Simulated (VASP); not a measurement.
OSZICAR of a VASP run on BeTe:

### OSZICAR
```
       N       E                     dE             d eps       ncg     rms          rms(c)
DAV:   1    -0.182783967382E+03   -0.18278E+03   -0.66395E-05   558   0.460E-02    0.217E-03
DAV:   2    -0.182783967505E+03   -0.12304E-06   -0.12856E-06   501   0.790E-03    0.975E-04
DAV:   3    -0.182783967719E+03   -0.21448E-06   -0.24063E-07   440   0.344E-03    0.983E-04
DAV:   4    -0.182783967908E+03   -0.18853E-06   -0.29901E-07   384   0.403E-03
   1 F= -.18278397E+03 E0= -.18278397E+03  d E =-.659655E-13
```

Which electronic solver shows in the log?

It is blocked Davidson (ALGO = Normal, or the opening steps of other solvers). The INCAR had ALGO = Normal.

Can the final energy be trusted as converged?

The run converged. It stopped with EDIFF = 1E-6, NELM = 100 (r2SCAN meta-GGA, plane waves, VASP's PBE PAW potentials (set 64)). The run did not end as a converged relaxation.

The cell is a thin slab with vacuum, built from BeTe (zinc blende): (110) face.
